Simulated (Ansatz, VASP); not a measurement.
# Cross-check of Se (Selenium) between VASP and Ansatz, part 2 of 2

One calculation is typed for both programs; each brings its own data sets and cutoff. How far apart do they land? The cell is taken from a series of VASP runs on this material, whose earlier steps may have relaxed, scaled or displaced it; both programs get it as it stands.

VASP 6.6.1 and Ansatz 0.2.0.

So far: The starting structure; VASP: band structure, PBE0.

**3. Ansatz: band structure, PBE0**

Level of this step: Ansatz beside VASP: Kohn-Sham DFT, plane waves, PBE0 (Ansatz).

Ansatz runs on its default PAW (the set named soft_2) files.

The same cell, functional, mesh and smearing now go to Ansatz, which takes its cutoff from its data sets.

input.yaml

```yaml
crystal:
  lattice:
    - [4.3662, 0.0, 0.0]
    - [-2.1831, 3.781240118, 0.0]
    - [0.0, 0.0, 4.9536]
  atoms:
    - { symbol: Se, position: [0.7746, 0.7746, 0.0] }
    - { symbol: Se, position: [0.0, 0.2254, 0.6666666667] }
    - { symbol: Se, position: [0.2254, 0.0, 0.3333333333] }
hamiltonian:
  xc: pbe0
  pseudopotentials: { kind: paw }
kpoints:
  mp_grid: { grid: [4, 4, 3] }
  band_path:
    path:
      - [0.0, 0.0, 0.0]
      - [0.44444, 0.0, 0.0]
      - [0.38889, 0.22222, 0.0]
      - [0.18519, 0.18519, 0.0]
      - [0.0, 0.0, 0.11111]
      - [0.0, 0.0, 0.5]
      - [0.44444, 0.0, 0.5]
      - [0.5, 0.0, 0.5]
      - [0.38889, 0.22222, 0.5]
      - [0.33333, 0.33333, 0.5]
      - [0.18519, 0.18519, 0.5]
      - [0.5, 0.0, 0.38889]
      - [0.33333, 0.33333, 0.0]
      - [0.33333, 0.33333, 0.5]
    npoints: 1
scf:
  occupations: { method: gaussian, width: 0.03 }
  n_extra_bands: 7
output:
  forces: true
  stress: true
  eigenvalues: true
```

Launch:

```sh
ansatz run input.yaml --threads 4 --pin off --max-ram 9216MiB --backend cpu --events-out ev --progress --plain --runs-dir out
```

Numbers of over 12 decimals in the logs are rounded to 6 here.

The program printed:

```text
Warning: output.stress: scf.convergence.dr2_threshold = 1e-7 eV (the SCF's general default) is looser than the 3e-10 eV advised for a printed stress (1e-10 eV for each atom of the cell: 3). What an SCF threshold leaves in a stress goes as its square root, and in the free energy as the threshold itself, and one threshold admits the most on a small cell: [figures from the program's tests cut] Set scf.convergence.dr2_threshold to 3e-10 eV or tighter. The threshold is an SCF's pass mark: one that does not reach it within its budget of iterations ends unconverged, or closes short of it on a stop that the run arms, and scf.convergence.dr2_threshold's page says what that costs each kind of run
Warning: output.stress: scf.exx.energy_threshold = 1e-6 eV is looser than the 3e-8 eV advised for a stress under a hybrid functional (1e-8 eV for each atom of the cell: 3). Every SCF of the exchange loop can meet its threshold on dr2 while the loop round them stops early: no threshold on dr2 bounds what that leaves in the stress. Set scf.exx.energy_threshold to 3e-8 eV or tighter. The threshold is the loop's pass mark: a loop that does not reach it within its budget of cycles ends unconverged, and scf.exx.energy_threshold's page has the law
scf.n_extra_bands = 7 over 24 filled bands (N_el = 48.0): the run solves 31 bands
Engine: ansatz 0.2.0, aarch64-unknown-linux-gnu
Pseudopotentials: kind: paw
Pseudopotential: Se, paw, valence charge 16, recommended cutoff 420 eV (normal), Se.paw.azcp
Functional definition: PBE0
  parameter a = 0.25
  parameter kappa = 0.804
  parameter beta = 0.066725
  exchange = (1 - a)*pbe_x(kappa = kappa, mu = beta*pi^2/3) + a*exact_x
  correlation = pbe_c(beta = beta)
Crystal: 3 atoms, lattice volume = 81.782 Å³
Basis set: ecut = 420 eV, 1583 PW (Γ), exchange–correlation on 60×60×72 points (8 copies of the dense FFT grid, shifted against one another)
Bands: 31, of which v1, the nominal top of the filled ones, is band 24 counted from 1 (23 counted from 0)
Symmetry: 6 space group operations
Space group: P3121 (ITA 152), of the structure as read, at distance tolerance 4.3e-5 Å
k-points: 9 of 48 (time reversal used)
Non-local potential: Se, projectors of the file, l = 0: 2, l = 1: 2, l = 2: 3, l = 3: 1
PAW form: soft (Blöchl's): semilocal exchange-correlation on the pseudo side does not see the compensation charge
PAW frozen core: Se, regenerated for the run's functional, and the local potential with it (the file was generated under x = pbe(κ = 0.804, μ = 0.219515), c = pbe(β = 0.066725))
PAW one-centre angular grid: Se, 590 points (default); XC on 64 Gauss nodes
Initial density: superposition of atomic densities (neutral atoms: chi_scale 0, normalization atom), corrected by the library's trained network
Initial wavefunctions: pseudopotential atomic-orbital guess
Functional: x = pbe(κ = 0.804, μ = 0.219515), c = pbe(β = 0.066725), warm-up for x = 0.75 pbe(κ = 0.804, μ = 0.219515) + 0.25 exact, c = pbe(β = 0.066725)
SCF iter   1: F=—  HF=-16407.198965 eV  |F-HF|=—  |Δ(HF+E_count)|=         —  Δρ=1.44e-3  dr2=1.01e-3  ethr=1.77e-3  ⟨swp⟩=7.4  Hψ=1139  notcnv=0
preconditioner: auto → none  [insulator: Δε(μ)=1.593 eV  Ē_g=11.737 eV  σ=0.030 eV  W_gap=1.00  n_scr=20 (ndim 8)  ℏωp=17.4 eV  f_vac=0.095  D(μ)=0.00/eV (n_scr^D=0)]
SCF iter   2: F=-16407.200196 eV  HF=-16407.199852 eV  |F-HF|=3.44e-4  |Δ(HF+E_count)|=   8.87e-4  Δρ=6.59e-4  dr2=1.56e-4  ethr=2.10e-6  ⟨swp⟩=4.3  Hψ=848  notcnv=0  defer=3
SCF 1 stopped early in 2 iterations: F = -16407.200196 eV  dr2 = 1.56e-4
  greatest PAW one-centre occupation: 1.000 electrons in one spin orbital (limit 2), on the Se atom at site 2 (counted from 0), in its partial waves of l = 2
Initial density: handed on by an earlier stage of this run
Initial wavefunctions: those handed on with the density
Functional: x = 0.75 pbe(κ = 0.804, μ = 0.219515) + 0.25 exact, c = pbe(β = 0.066725)
Frozen-core exchange: fock
SCF iter   1: F=—  HF=-16411.200683 eV  |F-HF|=—  |Δ(HF+E_count)|=         —  Δρ=4.87e-3  dr2=1.05e-2  ethr=3.24e-6  ⟨swp⟩=5.9  Hψ=1193  notcnv=0
preconditioner: auto → none  [insulator: Δε(μ)=3.019 eV  Ē_g=13.920 eV  σ=0.030 eV  W_gap=1.00  n_scr=20 (ndim 8)  ℏωp=17.4 eV  f_vac=0.096  D(μ)=0.00/eV (n_scr^D=0)]
SCF iter   2: F=—  HF=-16411.188892 eV  |F-HF|=—  |Δ(HF+E_count)|=   1.18e-2  Δρ=2.15e-3  dr2=2.62e-3  ethr=3.24e-6  ⟨swp⟩=4.0  Hψ=908  notcnv=0
iter 3 solved again at ethr=2.30e-7 eV; its pass at ethr=3.24e-6 eV (dr2=1.11e-4 eV) is discarded
SCF iter   3: F=—  HF=-16411.188313 eV  |F-HF|=—  |Δ(HF+E_count)|=   5.78e-4  Δρ=5.77e-4  dr2=3.89e-3  ethr=2.30e-7  ⟨swp⟩=2.0  Hψ=990  notcnv=0
SCF iter   4: F=—  HF=-16411.209944 eV  |F-HF|=—  |Δ(HF+E_count)|=   2.16e-2  Δρ=9.68e-4  dr2=6.33e-4  ethr=2.20e-7  ⟨swp⟩=4.0  Hψ=991  notcnv=0
SCF iter   5: F=—  HF=-16411.209753 eV  |F-HF|=—  |Δ(HF+E_count)|=   1.91e-4  Δρ=9.93e-5  dr2=2.08e-4  ethr=2.20e-7  ⟨swp⟩=3.0  Hψ=711  notcnv=0
SCF iter   6: F=—  HF=-16411.210645 eV  |F-HF|=—  |Δ(HF+E_count)|=   8.92e-4  Δρ=2.34e-4  dr2=4.63e-5  ethr=1.87e-8  ⟨swp⟩=4.0  Hψ=875  notcnv=0
SCF iter   7: F=-16411.210682 eV  HF=-16411.210685 eV  |F-HF|=2.25e-6  |Δ(HF+E_count)|=   3.99e-5  Δρ=7.03e-5  dr2=8.02e-6  ethr=1.87e-8  ⟨swp⟩=4.2  Hψ=632  notcnv=0  defer=1
SCF 2 stopped early in 7 iterations: F = -16411.210682 eV  dr2 = 8.02e-6
  Residual-converged pass: ⟨swp⟩=4.0  Hψ=793  notcnv=0  max |occ|·‖R‖ = 6.6e-6 eV (tolerance 6.7e-6 eV)  dr2=7.97e-6  dr2_onsite=1.85e-7  max |Δocc| = 0.0e0
  greatest PAW one-centre occupation: 1.000 electrons in one spin orbital (limit 2), on the Se atom at site 1 (counted from 0), in its partial waves of l = 2
hybrid outer 1: dexx = +2.756e-2 eV, tail = 4.41e-4 eV
Frozen-core exchange: fock
SCF iter   1: F=—  HF=-16411.211345 eV  |F-HF|=—  |Δ(HF+E_count)|=         —  Δρ=5.53e-5  dr2=1.45e-6  ethr=4.60e-6  ⟨swp⟩=2.4  Hψ=562  notcnv=0
preconditioner: auto → none  [insulator: Δε(μ)=3.096 eV  Ē_g=13.948 eV  σ=0.030 eV  W_gap=1.00  n_scr=20 (ndim 8)  ℏωp=17.4 eV  f_vac=0.100  D(μ)=0.00/eV (n_scr^D=0)]
SCF iter   2: F=—  HF=-16411.211350 eV  |F-HF|=—  |Δ(HF+E_count)|=   5.14e-6  Δρ=2.67e-5  dr2=6.54e-7  ethr=2.24e-9  ⟨swp⟩=4.0  Hψ=996  notcnv=0
SCF iter   3: F=—  HF=-16411.211350 eV  |F-HF|=—  |Δ(HF+E_count)|=   2.43e-7  Δρ=5.35e-6  dr2=3.85e-7  ethr=5.75e-10  ⟨swp⟩=3.0  Hψ=721  notcnv=0
SCF iter   4: F=—  HF=-16411.211351 eV  |F-HF|=—  |Δ(HF+E_count)|=   1.45e-6  Δρ=7.13e-6  dr2=3.31e-8  ethr=2.25e-11  ⟨swp⟩=5.0  Hψ=1041  notcnv=0
SCF iter   5: F=—  HF=-16411.211351 eV  |F-HF|=—  |Δ(HF+E_count)|=   2.50e-8  Δρ=2.19e-6  dr2=2.73e-9  ethr=2.25e-11  ⟨swp⟩=3.7  Hψ=661  notcnv=0  defer=3
SCF iter   6: F=—  HF=-16411.211351 eV  |F-HF|=—  |Δ(HF+E_count)|=   4.80e-9  Δρ=1.32e-6  dr2=1.29e-9  ethr=4.77e-12  ⟨swp⟩=3.2  Hψ=716  notcnv=0
SCF iter   7: F=-16411.211351 eV  HF=-16411.211351 eV  |F-HF|=6.18e-11  |Δ(HF+E_count)|=   2.55e-9  Δρ=1.79e-7  dr2=3.75e-10  ethr=1.77e-12  ⟨swp⟩=3.0  Hψ=711  notcnv=0
SCF 3 converged in 7 iterations: F = -16411.211351 eV  dr2 = 3.75e-10
  Residual-converged pass: ⟨swp⟩=2.0  Hψ=493  notcnv=0  max |occ|·‖R‖ = 5.3e-7 eV (tolerance 5.4e-7 eV)  dr2=3.75e-10  dr2_onsite=1.08e-10  max |Δocc| = 0.0e0
hybrid outer 2: dexx = +2.098e-6 eV, tail = 1.35e-7 eV, Δε = 4.18e-3 eV (about 2.12e-4 eV left of the loop's levels), ΔF = 1.69e-2 eV/Å (tail 3.99e-3)
Frozen-core exchange: fock
SCF iter   1: F=—  HF=-16411.211352 eV  |F-HF|=—  |Δ(HF+E_count)|=         —  Δρ=1.52e-6  dr2=1.57e-9  ethr=1.40e-9  ⟨swp⟩=7.7  Hψ=632  notcnv=0
preconditioner: auto → none  [insulator: Δε(μ)=3.097 eV  Ē_g=13.948 eV  σ=0.030 eV  W_gap=1.00  n_scr=20 (ndim 8)  ℏωp=17.4 eV  f_vac=0.100  D(μ)=0.00/eV (n_scr^D=0)]
SCF iter   2: F=-16411.211352 eV  HF=-16411.211352 eV  |F-HF|=5.82e-11  |Δ(HF+E_count)|=   1.66e-9  Δρ=4.12e-7  dr2=5.15e-10  ethr=2.36e-12  ⟨swp⟩=4.0  Hψ=899  notcnv=0
SCF 4 converged in 2 iterations: F = -16411.211352 eV  dr2 = 5.15e-10
  Residual-converged pass: ⟨swp⟩=2.0  Hψ=399  notcnv=0  max |occ|·‖R‖ = 7.6e-7 eV (tolerance 7.9e-7 eV)  dr2=5.16e-10  dr2_onsite=7.21e-11  max |Δocc| = 0.0e0
hybrid outer 3: dexx = +1.824e-9 eV, tail = 1.24e-9 eV, Δε = 5.08e-5 eV (about 1.10e-5 eV left of the loop's levels), ΔF = 7.52e-4 eV/Å (tail 7.25e-4)
NSCF: frozen V_eff on 14 k-points
hybrid SCF converged: 3 outer / 16 inner (+2 warm-up), last move |dexx| = 1.82e-9 eV, tail = 1.24e-9 eV
Stability not checked: this state was not tested for a lower state beside it, because the functional holds exact exchange (a hybrid, or Hartree-Fock), whose exchange loop this test does not read (fock_operator; see scf.lower_state_search)
Free energy (F): -16411.211352 eV
Frozen-core exchange: fock
Harris-Foulkes:  -16411.211352 eV  (|F-HF|=5.82e-11)
Internal energy: -16411.211352 eV  (E = F + TS)
E sigma→0 (E₀):  -16411.211352 eV
Fermi energy:    7.250831 eV
--- Per-component energies (eV) ---
  E_band       = -1394.474928
  E_kinetic    = 349.258227
  E_local      = -7735.215834  (includes V_loc(G=0)·N_el)
  E_nonlocal   = -1783.973742
  E_hartree    = 3789.391736
  E_xc         = -239.118662
  E_vxc        = -225.402759  (∫ρ·V_xc dr)
  E_exx        = -224.090738  (= α·E_x^exact, valence–valence)
  E_paw        = -5582.599131  (= ΣΔE_a)
  E_vpaw       = 870.258862  (= ΣTr[D̂ρ^β])
  E_aug_tail   = -0.001820  (compensation charges beyond the density's cutoff)
  E_ewald      = -4981.574654
  E_core_change = -3.286733  (= ΣΔE_core)
  E_smearing   = -0.000000  (= −TS)
  E_closure    = 0.000000  (closes the sum)
  Σ components = -16411.211352   (vs F -16411.211352, Δ=-7.28e-12)
--- Forces (eV/Å), atoms counted from 1 ---
  atom   1  Se     0.10063962     0.17431294     0.00000000
  atom   2  Se     0.10063962    -0.17431294    -0.00000000
  atom   3  Se    -0.20127924    -0.00000000    -0.00000000
  max |Σ_I F_I| component: 8.33e-17 eV/Å
--- Stress (GPa, compression-positive) ---
        0.865884       0.000000      -0.000000
       -0.000000       0.865884       0.000000
       -0.000000       0.000000       0.197946
  P = ⅓ Tr σ = 0.6432 GPa (6.432 kbar)
--- Band table (eV; the first three rows and the last of 9) ---
  k-point 0: bands = [... 20 lower, 1.9640, 3.6520, 3.6520, 5.4472, 9.5184, 9.5184, 9.7936, 13.7854, ... 3 higher]
  k-point 1: bands = [... 20 lower, 2.3641, 3.9043, 4.4243, 4.7263, 8.7988, 8.9281, 9.0194, 14.1275, ... 3 higher]
  k-point 2: bands = [... 20 lower, 2.1017, 3.7233, 4.2130, 5.0571, 9.4585, 9.5898, 10.4420, 13.5530, ... 3 higher]
  k-point 8: bands = [... 20 lower, 1.5778, 3.8692, 4.8423, 5.7023, 9.1994, 10.2401, 10.8424, 13.9623, ... 3 higher]
```

Wall time 36 s (4 threads of Arm Neoverse V2, shared host); peak memory 0.82 GiB; 2.2 min of CPU time.

**4. Differences**

Known differences besides the potentials themselves: exact exchange at q = 0 is treated differently, which shows on coarse meshes; VASP keeps PBE cores, Ansatz makes them for the functional; the data sets hold 48 valence electrons in Ansatz (default PAW (the set named soft_2) files) and 18 in VASP; the cutoff is 420 eV in Ansatz and 350 eV in VASP; VASP takes a coarser grid for exact exchange (PRECFOCK = Fast). Total energies have different zeros and are not compared.

The two programs side by side:

```
                     quantity  Ansatz   VASP  difference
gap over the path points (eV)   2.331  2.316      +0.016
```

Forces (eV/Å; atoms numbered as in POSCAR):

```
atom        Ansatz x, y, z          VASP x, y, z
 Se1   0.101, 0.174, 0.000   0.123, 0.213, 0.000
 Se2  0.101, -0.174, 0.000  0.123, -0.213, 0.000
 Se3  -0.201, 0.000, 0.000  -0.246, 0.000, 0.000
```

Levels at points of the path, from each program's valence-band top (eV; 4 filled, then empty):

```
k (reciprocal lattice)                                  Ansatz                                    VASP
     0.000 0.000 0.000  -4.18 -2.49 -2.49 -0.70 3.37 3.37 3.65  -4.16 -2.49 -2.49 -0.71 3.36 3.36 3.65
     0.444 0.000 0.000  -3.98 -3.20 -2.06 -1.28 3.34 3.76 5.62  -3.96 -3.19 -2.05 -1.28 3.33 3.75 5.61
     0.389 0.222 0.000  -3.50 -3.27 -2.63 -1.85 4.04 4.60 5.36  -3.49 -3.26 -2.62 -1.85 4.03 4.59 5.35
     0.185 0.185 0.000  -3.80 -2.67 -2.04 -1.43 3.61 3.86 4.51  -3.78 -2.66 -2.04 -1.43 3.60 3.86 4.51
     0.000 0.000 0.111  -4.00 -2.50 -2.34 -0.80 3.24 3.25 3.51  -4.00 -2.50 -2.33 -0.81 3.24 3.24 3.52
     0.000 0.000 0.500  -3.75 -1.92 -1.92 -1.46 2.56 2.56 2.64  -3.74 -1.91 -1.91 -1.45 2.57 2.57 2.63
     0.444 0.000 0.500  -4.72 -2.24 -1.62 -0.09 3.02 4.09 4.48  -4.71 -2.23 -1.61 -0.09 3.00 4.09 4.48
     0.500 0.000 0.500   -4.74 -2.25 -1.63 0.00 2.99 4.14 4.49   -4.73 -2.24 -1.62 0.00 2.97 4.14 4.48
     0.389 0.222 0.500  -5.40 -1.27 -0.95 -0.11 2.55 4.14 4.33  -5.38 -1.26 -0.95 -0.11 2.53 4.14 4.33
     0.333 0.333 0.500  -5.59 -1.19 -0.33 -0.33 2.33 4.22 4.22  -5.57 -1.18 -0.33 -0.33 2.32 4.22 4.22
```

The forces differ by 26 meV/Å r.m.s., which is 18.3 % of the r.m.s. force of 0.14 eV/Å (both taken over all components). Among the levels compared at these points, filled levels agree within 24 meV and empty ones within 18 meV.

**5. What the set-up changes**

Further runs change the set-up of one program: Ansatz's method, potentials or start, or VASP's data sets, cutoff or form of LDA. The table gives Ansatz less VASP for each quantity, since a change that brings one quantity closer may part another.

```
                                    run  r.m.s. force difference (meV/Å)  gap over the path points (eV)
                               as above                               26                          0.016
                   cores kept as stored                               25                          0.016
Ansatz's larger PAW set (cutoff 580 eV)                               23                          0.029
```

**6. Outcome**

| Quantity | Value |
| --- | --- |
| r.m.s. force difference (band structure, PBE0) | 26 meV/Å |

**Reading.** The r.m.s. force difference is 26 meV/Å (band structure, PBE0), beyond the 12 meV/Å picked in this series as the mark of a large difference. Band structure, PBE0, Ansatz's larger PAW set (cutoff 580 eV): the difference in gap over the path points goes from 0.016 to 0.029 eV. 1 further run of this series is not shown here. Such differences can come from data sets, numerical settings and the points named under the comparisons, not from the functional's error against experiment.

[Lines on the potential files, build, host, timing and source positions are cut from VASP's logs without a mark.]

[Logs are printed without paths, hosts, clocks, repeated set-up lines and the standing remarks that a program may print on its own settings, such as how far it seeks lower states.]

[Hosts, paths, dates, database ids (printed as entryN), source tags and the programs' standing remarks are cut or masked in the printed files.]
